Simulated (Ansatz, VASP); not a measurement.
# Cross-check of BaAg3Br3O between VASP and Ansatz, part 3 of 3

Wanted: the spread between two codes on one cell, functional and k mesh. The cell is generated by rule, not measured, and may not be a known phase. The cell is taken from a series of runs on this material, whose earlier steps may have relaxed, scaled, displaced or heated it; both programs get it as it stands.

VASP 6.6.1 and Ansatz 0.2.0.

So far: Set-up; VASP: zone-centre phonons, PBEsol.

The structure was built from a prototype and need not be the compound's stable phase.

### Step 3. Ansatz: zone-centre phonons, PBEsol

Level of this step: Ansatz beside VASP: Kohn-Sham DFT, plane waves, PBEsol (Ansatz).

Ansatz runs on its default PAW (the set named soft_2) files.

The same cell, functional, mesh and smearing now go to Ansatz, which takes its cutoff from its data sets.

Input file input.yaml:

```yaml
crystal:
  lattice:
    - [2.7159403844, 2.7159403844, 0.0]
    - [-2.7159403844, 2.7159403844, 0.0]
    - [0.0, 0.0, 12.3276276167]
  atoms:
    - { symbol: Ag, position: [0.5, 0.5, 0.1880779848] }
    - { symbol: Ag, position: [0.0, 0.0, 0.5] }
    - { symbol: Ag, position: [0.5, 0.5, 0.8119220152] }
    - { symbol: Ba, position: [0.0, 0.0, 0.0] }
    - { symbol: Br, position: [0.0, 0.0, 0.2578388045] }
    - { symbol: Br, position: [0.5, 0.5, 0.5] }
    - { symbol: Br, position: [0.0, 0.0, 0.7421611955] }
    - { symbol: O, position: [0.5, 0.5, 0.0] }
kpoints:
  mp_grid: { grid: [8, 8, 4] }
hamiltonian:
  xc: pbesol
scf:
  occupations: { method: methfessel_paxton, width: 0.15 }
output:
  eigenvalues: true
phonons:
  method: dfpt
```

Launch:

```sh
> ansatz run input.yaml --threads 8 --pin off --max-ram 14336MiB --backend cpu --events-out ev --progress --plain --runs-dir out
```

Numbers of over 12 decimals in the logs are rounded to 6 here.

Output:

```text
zone centre: on kpoints.mp_grid the ground state, and the responses unless they are solved on pairs of k-points, stand on 63 of the mesh's 256 k-points, reduced under 4 symmetry operations, with k and −k counted as one. Each operation leaves every solved displacement unchanged or reverses it
Engine: ansatz 0.2.0, aarch64-unknown-linux-gnu
Pseudopotentials: kind: paw
Pseudopotential: Ag, paw, valence charge 19, recommended cutoff 420 eV (normal), Ag.paw.azcp
Pseudopotential: Ba, paw, valence charge 10, recommended cutoff 420 eV (normal), Ba.paw.azcp
Pseudopotential: Br, paw, valence charge 7, recommended cutoff 420 eV (normal), Br.paw.azcp
Pseudopotential: O, paw, valence charge 6, recommended cutoff 420 eV (normal), O.paw.azcp
Functional definition: PBEsol
  exchange = pbesol_x
  correlation = pbesol_c
Crystal: 8 atoms, lattice volume = 181.865 Å³
Basis set: ecut = 420 eV, 3569 PW (Γ), exchange–correlation on 54×54×180 points (8 copies of the dense FFT grid, shifted against one another)
Bands: 57, of which v1, the nominal top of the filled ones, is band 47 counted from 1 (46 counted from 0)
Symmetry: 16 space group operations
k-points: 63 of 256 (irreducible under 4 space group operations, time reversal used)
Non-local potential: Ag, projectors of the file, l = 0: 3, l = 1: 2, l = 2: 2, l = 3: 1
Non-local potential: Ba, projectors of the file, l = 0: 3, l = 1: 2, l = 2: 2, l = 3: 2
Non-local potential: Br, projectors of the file, l = 0: 2, l = 1: 2, l = 2: 2
Non-local potential: O, projectors of the file, l = 0: 2, l = 1: 2, l = 2: 1
PAW form: soft (Blöchl's): semilocal exchange-correlation on the pseudo side does not see the compensation charge
PAW frozen core: Ag, regenerated for the run's functional, and the local potential with it (the file was generated under x = pbe(κ = 0.804, μ = 0.219515), c = pbe(β = 0.066725))
PAW frozen core: Ba, regenerated for the run's functional, and the local potential with it (the file was generated under x = pbe(κ = 0.804, μ = 0.219515), c = pbe(β = 0.066725))
PAW frozen core: Br, regenerated for the run's functional, and the local potential with it (the file was generated under x = pbe(κ = 0.804, μ = 0.219515), c = pbe(β = 0.066725))
PAW frozen core: O, regenerated for the run's functional, and the local potential with it (the file was generated under x = pbe(κ = 0.804, μ = 0.219515), c = pbe(β = 0.066725))
PAW one-centre angular grid: Ag, 590 points (default); XC on 64 Gauss nodes
PAW one-centre angular grid: Ba, 194 points (default); XC on 64 Gauss nodes
PAW one-centre angular grid: Br, 110 points (default); XC on 64 Gauss nodes
PAW one-centre angular grid: O, 110 points (default); XC on 64 Gauss nodes
Initial density: superposition of atomic densities (neutral atoms: chi_scale 0, normalization atom), corrected by the library's trained network
Initial wavefunctions: pseudopotential atomic-orbital guess
Functional: x = pbesol(κ = 0.804, μ = 0.123457), c = pbesol(β = 0.046)
SCF iter   1: F=—  HF=-37203.853547 eV  |F-HF|=—  |Δ(HF+E_count)|=         —  Δρ=8.57e-3  dr2=1.89e-1  ethr=1.77e-3  ⟨swp⟩=8.8  Hψ=16151  notcnv=0  defer=2
preconditioner: auto → LDOS  [insulator: Δε(μ)=0.369 eV  Ē_g=9.893 eV  σ=0.150 eV  W_gap=0.53  n_scr=48 (ndim 8)  ℏωp=22.7 eV  f_vac=0.020  D(μ)=0.39/eV (n_scr^D=2)  ε∞_Penn≈6.3  β→1.0]
SCF iter   2: F=—  HF=-37204.028401 eV  |F-HF|=—  |Δ(HF+E_count)|=   1.75e-1  S|Δr|=    0.00e0  Δρ=2.24e-2  dr2=1.10e0  ethr=2.01e-4  ⟨swp⟩=2.8  Hψ=7962  notcnv=0  defer=254  recentre
SCF iter   3: F=—  HF=-37203.814939 eV  |F-HF|=—  |Δ(HF+E_count)|=   2.13e-1  S|Δr|=    0.00e0  Δρ=3.97e-3  dr2=3.31e-2  ethr=2.01e-4  ⟨swp⟩=2.8  Hψ=6655  notcnv=0  defer=131
SCF iter   4: F=—  HF=-37203.808819 eV  |F-HF|=—  |Δ(HF+E_count)|=   6.12e-3  S|Δr|=    0.00e0  Δρ=8.78e-4  dr2=2.97e-3  ethr=3.52e-5  ⟨swp⟩=2.1  Hψ=6046  notcnv=0  defer=42
SCF iter   5: F=—  HF=-37203.808162 eV  |F-HF|=—  |Δ(HF+E_count)|=   6.57e-4  S|Δr|=    0.00e0  Δρ=3.70e-4  dr2=3.16e-4  ethr=3.16e-6  ⟨swp⟩=2.1  Hψ=6252  notcnv=0  defer=46
SCF iter   6: F=—  HF=-37203.808127 eV  |F-HF|=—  |Δ(HF+E_count)|=   3.47e-5  S|Δr|=    0.00e0  Δρ=1.28e-4  dr2=3.28e-5  ethr=3.36e-7  ⟨swp⟩=2.1  Hψ=5376  notcnv=0  defer=50
SCF iter   7: F=—  HF=-37203.808120 eV  |F-HF|=—  |Δ(HF+E_count)|=   6.48e-6  S|Δr|=    0.00e0  Δρ=5.02e-5  dr2=7.10e-6  ethr=3.49e-8  ⟨swp⟩=2.0  Hψ=5966  notcnv=0  defer=50
SCF iter   8: F=—  HF=-37203.808132 eV  |F-HF|=—  |Δ(HF+E_count)|=   1.12e-5  S|Δr|=    0.00e0  Δρ=1.78e-5  dr2=9.21e-7  ethr=7.56e-9  ⟨swp⟩=2.0  Hψ=5452  notcnv=0  defer=56
SCF iter   9: F=—  HF=-37203.808132 eV  |F-HF|=—  |Δ(HF+E_count)|=   1.47e-7  S|Δr|=    0.00e0  Δρ=6.83e-6  dr2=9.03e-8  ethr=9.80e-10  ⟨swp⟩=2.0  Hψ=5959  notcnv=0  defer=56
SCF iter  10: F=—  HF=-37203.808132 eV  |F-HF|=—  |Δ(HF+E_count)|=   2.03e-8  S|Δr|=    0.00e0  Δρ=2.53e-6  dr2=8.60e-9  ethr=9.61e-11  ⟨swp⟩=2.1  Hψ=5741  notcnv=0  defer=56
SCF iter  11: F=—  HF=-37203.808131 eV  |F-HF|=—  |Δ(HF+E_count)|=   1.47e-9  S|Δr|=    0.00e0  Δρ=6.00e-7  dr2=5.79e-10  ethr=9.15e-12  ⟨swp⟩=2.2  Hψ=5842  notcnv=0  defer=56
SCF iter  12: F=—  HF=-37203.808131 eV  |F-HF|=—  |Δ(HF+E_count)|=  1.02e-10  S|Δr|=    0.00e0  Δρ=2.35e-7  dr2=9.29e-11  ethr=1.00e-12  ⟨swp⟩=2.0  Hψ=5693  notcnv=0  defer=56
SCF iter  13: F=-37203.808131 eV  HF=-37203.808131 eV  |F-HF|=0.00e0  |Δ(HF+E_count)|=  1.46e-11  S|Δr|=    0.00e0  Δρ=5.56e-8  dr2=3.27e-12  ethr=1.00e-12  ⟨swp⟩=13.4  Hψ=24014  notcnv=0
SCF 1 converged in 13 iterations: F = -37203.808131 eV  dr2 = 3.27e-12
  greatest PAW one-centre occupation: 1.001 electrons in one spin orbital (limit 2), on the Ag atom at site 2 (counted from 0), in its partial waves of l = 0
DFPT response loops at Γ: preconditioner auto → Kerker (q_TF=auto, 2.444 Å⁻¹) (partly filled bands, converged f_vac=0.017); β = 1.00, the filter's whole step (`scf.mixing.beta` (0.50) is not read by the response loops under this deck's `scf.mixing.preconditioner`; to damp them name `kerker` or `kerker_dos`, under which they read `scf.mixing.beta`, and type it under 1.00, their step now; both keys bind the ground state too); Broyden in place of MSR1
SCF converged after 13 iterations
Stability not checked: this state was not tested for a lower state beside it, because cold or Methfessel-Paxton smearing, or corrected tetrahedra, fill the levels in a way that the test cannot read (fill_not_monotonic; see scf.lower_state_search)
Free energy (F): -37203.808131 eV
Harris-Foulkes:  -37203.808131 eV  (|F-HF|=0.00e0)
Internal energy: -37203.807446 eV  (E = F + TS)
E sigma→0 (E₀):  -37203.807960 eV
Entropy (-TS):   -0.000685 eV (-0.086 meV/atom)
Fermi energy:    9.618809 eV
--- Per-component energies (eV) ---
  E_band       = -1106.383628
  E_kinetic    = 2327.868125
  E_local      = -11041.899906  (includes V_loc(G=0)·N_el)
  E_nonlocal   = 575.712120
  E_hartree    = 4812.250582
  E_xc         = -1571.678405
  E_vxc        = -1239.025769  (∫ρ·V_xc dr)
  E_paw        = -23413.269280  (= ΣΔE_a)
  E_vpaw       = -1353.542549  (= ΣTr[D̂ρ^β])
  E_aug_tail   = 0.003278  (compensation charges beyond the density's cutoff)
  E_ewald      = -8894.225709
  E_core_change = 1.431749  (= ΣΔE_core)
  E_smearing   = -0.000685  (= −TS)
  E_closure    = -0.000000  (closes the sum)
  Σ components = -37203.808131   (vs F -37203.808131, Δ=0.00e0)
--- Band table (eV; the first three rows and the last of 63) ---
  k-point 0: bands = [... 43 lower, 6.7579, 7.4641, 7.4641, 7.6320, 9.1172, 10.7401, 10.9675, 10.9699, ... 6 higher]
  k-point 1: bands = [... 43 lower, 6.7625, 7.4657, 7.4657, 7.6131, 9.3480, 10.5011, 10.9675, 11.0696, ... 6 higher]
  k-point 2: bands = [... 43 lower, 6.7699, 7.4672, 7.4672, 7.5995, 9.6880, 10.1696, 10.9675, 11.1629, ... 6 higher]
  k-point 62: bands = [... 43 lower, 6.9824, 7.1911, 7.6905, 7.6905, 10.2158, 10.6891, 11.2456, 11.7146, ... 6 higher]
--- Phonons (Γ-DFPT): 12 representative perturbations + reference, on 63 of 256 k-points (Σ response iterations 41) ---
  k mesh reduced under 4 symmetry operations, with k and −k counted as one. Each operation leaves every solved displacement unchanged or reverses it
  ASR residual: 1.017e-4 → 0.000e0 eV/Å²; symmetrization residual: 5.169e-6 eV/Å²
  ASR residual per site (eV/Å²): 1.58e-5 1.57e-5 1.58e-5 4.53e-5 1.30e-5 1.02e-4 1.30e-5 7.72e-5
  Γ frequencies (cm⁻¹): 0.00 0.00 0.00 22.94 22.94 34.99 38.38 38.38 50.99 57.20 57.20 82.04 82.04 83.38 83.38 85.43 86.83 127.69 141.67 141.67 145.01 168.79 168.79 343.86
  non-analytic LO–TO correction: not included (Born effective charges unavailable; polar crystals: no LO–TO splitting at Γ)
```

Reading the cycles: dr2 is the Hartree energy of the density residual (eV), the measure of convergence; HF is the Harris–Foulkes estimate of the energy, which meets the free energy F at convergence.

### Step 4. Side by side

Known differences besides the potentials themselves: the data sets hold 94 valence electrons in Ansatz (on its default PAW (the set named soft_2) files) and 70 in VASP; the cutoff is 420 eV in Ansatz and 600 eV in VASP; Ansatz makes its cores anew for this functional, VASP keeps those of its PBE data sets. Total energies have different zeros and are not compared.

Both answers:

| quantity | Ansatz | VASP | difference |
| --- | --- | --- | --- |
| optical mode 1 to 2 (cm⁻¹) | 22.9 | 22.6 | +0.4 |
| optical mode 3 (cm⁻¹) | 35.0 | 35.2 | -0.2 |
| optical mode 4 to 5 (cm⁻¹) | 38.4 | 38.3 | +0.1 |
| optical mode 6 (cm⁻¹) | 51.0 | 50.6 | +0.85 % |
| optical mode 7 to 8 (cm⁻¹) | 57.2 | 57.9 | -1.29 % |
| optical mode 9 to 10 (cm⁻¹) | 82.0 | 82.4 | -0.40 % |
| optical mode 11 to 12 (cm⁻¹) | 83.4 | 83.5 | -0.17 % |
| optical mode 13 (cm⁻¹) | 85.4 | 86.6 | -1.35 % |
| optical mode 14 (cm⁻¹) | 86.8 | 87.3 | -0.52 % |
| optical mode 15 (cm⁻¹) | 127.7 | 129.9 | -1.68 % |
| optical mode 16 to 17 (cm⁻¹) | 141.7 | 142.0 | -0.20 % |
| optical mode 18 (cm⁻¹) | 145.0 | 149.3 | -2.85 % |
| optical mode 19 to 20 (cm⁻¹) | 168.8 | 196.7 | -14.20 % |
| optical mode 21 (cm⁻¹) | 343.9 | 341.9 | +0.56 % |

Modes are paired by rising frequency, not by their patterns, so a pair may set unlike modes beside each other; they are those without the splitting of longitudinal modes.

### Step 5. Outcome

```
r.m.s. difference of the optical zone-centre modes, each program's sorted by frequency (zone-centre phonons, PBEsol) : 8.7 cm⁻¹
difference in optical mode 19 to 20 (zone-centre phonons, PBEsol)                                                    : -14.2 %
```

The r.m.s. difference of the optical zone-centre modes, each program's sorted by frequency is 8.7 cm⁻¹ (zone-centre phonons, PBEsol). The data sets hold unlike numbers of valence electrons (94 in Ansatz and 70 in VASP), so part of the differences comes from the potentials. Among the rows given in per cent, the largest difference of the zone-centre phonons, PBEsol pair is in optical mode 19 to 20, -14.2 %. What causes the difference of the zone-centre phonons, PBEsol pair stays open here. Such differences can come from data sets, numerical settings and the points named under the comparisons, not from the functional's error against experiment.

[Lines on the potential files, build, host, timing and source positions are cut from VASP's logs without a mark.]

[Logs are printed without paths, hosts, clocks, repeated set-up lines and the standing remarks that a program may print on its own settings, such as how far it seeks lower states.]

[Hosts, paths, dates, database ids (printed as entryN), source tags and the programs' standing remarks are cut or masked in the printed files.]
